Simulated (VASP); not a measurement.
An input for Quantum ESPRESSO's pw.x (written as the equivalent of a VASP run, and not itself run):

```
&CONTROL
  calculation = 'relax'
  pseudo_dir = './pseudo'
  outdir = './out'
  tprnfor = .true.
  tstress = .true.
  nstep = 30
  forc_conv_thr = 0.00039
/
&SYSTEM
  ibrav = 0
  nat = 2
  ntyp = 2
  ecutwfc = 56.6
  occupations = 'smearing'
  smearing = 'gaussian'
  degauss = 0.003675
  input_dft = 'pbe'
/
&ELECTRONS
  conv_thr = 7.3e-09
  electron_maxstep = 100
/
&IONS
/
ATOMIC_SPECIES
  Ba 137.327 Ba.upf
  S 32.060 S.upf
CELL_PARAMETERS angstrom
     0.0000000    3.1635676    3.1635676
     3.1635676    0.0000000    3.1635676
     3.1635676    3.1635676    0.0000000
ATOMIC_POSITIONS crystal
  Ba   0.0000000  0.0000000  0.0000000
  S    0.5000000  0.5000000  0.5000000
K_POINTS automatic
  8 8 8 0 0 0
```

Q: Translate this input to VASP (INCAR, KPOINTS, POSCAR, choice of POTCAR).

A: One answer among several that fit: 
INCAR:
```
! general
SYSTEM  = BaS
PREC    = Accurate
ENCUT   = 480   ! plane-wave cut-off (eV)
LREAL   = .False.   ! projection in real space or not
LASPH   = .True.   ! aspherical one-centre terms

! electronic loop
EDIFF   = 1E-7   ! SCF stop (eV)
NELM    = 100
ALGO    = Normal   ! blocked Davidson
LMAXMIX = 4   ! l cut-off of mixed one-centre charges

! smearing
ISMEAR  = 0   ! Gaussian
SIGMA   = 0.05   ! width (eV)

! functional
GGA     = PE   ! PBE

! ions
IBRION  = 2   ! conjugate gradients
NSW     = 30   ! most ionic steps
ISIF    = 2   ! forces and stress, cell fixed
EDIFFG  = -0.01

! output
LWAVE   = .False.
LCHARG  = .False.
```

POSCAR:
```
BaS
1
    0.0000000000     3.1635675569     3.1635675569
    3.1635675569     0.0000000000     3.1635675569
    3.1635675569     3.1635675569     0.0000000000
Ba S
1 1
Direct
  0.0000000000   0.0000000000   0.0000000000
  0.5000000000   0.5000000000   0.5000000000
```

KPOINTS:
```
Automatic mesh
0
Gamma
8 8 8
0 0 0
```

POTCAR, in this order: Ba_sv S (PBE.64 set). Program: vasp_std.

Limits of the translation: the potentials are each code's own (VASP's PAW set, PseudoDojo norm-conserving files in pw.x), so ENCUT and ecutwfc are chosen apart and not converted; conv_thr bounds pw.x's estimated SCF error, while EDIFF bounds the energy change between steps; forc_conv_thr acts on force components and is met together with etot_conv_thr.

The compound is BaS in the rock salt structure. This cell was strained or had an atom moved on purpose.
